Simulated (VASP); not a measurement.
Input:

```xyz
3
Lattice="1.9198 -3.3252 0.0000 1.9198 3.3252 0.0000 0.0000 0.0000 8.7743" Properties=species:S:1:pos:R:3 pbc="T T T"
Zr     0.0000     0.0000     0.0000
Se     1.9198     1.1084     1.5762
Se     1.9198    -1.1084     7.1981
```

Calculation: revPBE GGA, VASP's PBE PAW potentials (set 64) (plane waves; VASP). Settings: 520 eV cut-off, Gaussian smearing of 0.050 eV, potentials Zr_sv Se.

Without a dispersion term in the relaxation, distances and binding between the weakly bound layers, chains or molecules are unreliable, and so is what depends on them.

Problem. What does the run give for the band gap (along the path) with the smallest direct gap where there is one?

Solution. 
```json
{
  "band gap (along the path)": "0.62 eV",
  "smallest direct gap (along the path)": "1.17 eV"
}
```

The compound is ZrSe2 in the 1T layered structure. It was relaxed first, which changed the volume by +48 %.
